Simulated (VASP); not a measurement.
Calculation: r2SCAN meta-GGA, VASP's PBE PAW potentials (set 64) (plane waves; VASP).

VASP ran on this input.

### KPOINTS
```
kpoints
0
Gamma
  11 11 11
0 0 0
```

INCAR:
```
! general
SYSTEM  = MgO
PREC    = Accurate
ENCUT   = 620   ! plane-wave cut-off (eV)
LREAL   = .FALSE.
LASPH   = .TRUE.   ! aspherical one-centre terms

! electronic loop
EDIFF   = 1E-6
NELM    = 100   ! most electronic steps
ALGO    = Normal   ! blocked Davidson
LMIXTAU = .TRUE.

! smearing
ISMEAR  = 0
SIGMA   = 0.05   ! width (eV)

! functional
METAGGA = R2SCAN

! ions
IBRION  = 2
NSW     = 40
ISIF    = 3   ! ions, shape and volume
EDIFFG  = -0.02   ! ionic stop
PSTRESS = 200

! output
LWAVE   = .FALSE.
LCHARG  = .FALSE.
```

**POSCAR**
```
MgO
1.0
  0.0000000000   2.0601205143   2.0601205143
  2.0601205143   0.0000000000   2.0601205143
  2.0601205143   2.0601205143   0.0000000000
Mg O
1 1
Cartesian
  0.0000000000   0.0000000000   0.0000000000
  2.0601205143   2.0601205143   2.0601205143
```

POTCAR, in this order: Mg O (PBE.64 set). Program: vasp_std.

Energy and stress use the plane-wave basis of the starting cell.

Q: What does the run give for the energy per atom (σ→0), volume per atom, band gap (on the k-mesh)?

A: 
```yaml
energy per atom (σ→0): -8.034 eV/atom
band gap (on the k-mesh): 6.79 eV
volume_per_atom: 8.37 Å^3/atom
```

OSZICAR:
```
...
DAV:   4    -0.160674818294E+02   -0.76472E-03   -0.13333E-03   896   0.605E-01    0.515E-02
DAV:   5    -0.160671031383E+02    0.37869E-03   -0.58642E-04   896   0.399E-01    0.731E-03
DAV:   6    -0.160672792988E+02   -0.17616E-03   -0.42831E-05   952   0.107E-01    0.459E-03
DAV:   7    -0.160672341156E+02    0.45183E-04   -0.13690E-05   896   0.496E-02    0.249E-03
DAV:   8    -0.160672522114E+02   -0.18096E-04   -0.23784E-06   944   0.226E-02    0.194E-04
DAV:   9    -0.160672453794E+02    0.68319E-05   -0.12195E-07   480   0.577E-03    0.125E-04
DAV:  10    -0.160672457376E+02   -0.35814E-06   -0.33021E-09   472   0.810E-04
   3 F= -.13976539E+02 E0= -.13976539E+02  d E =-.239554E-01
```

The compound is MgO in the rock salt structure. This run relaxes it under an external pressure of 20 GPa. Symmetry was kept, so distortions that lower it aren't found.
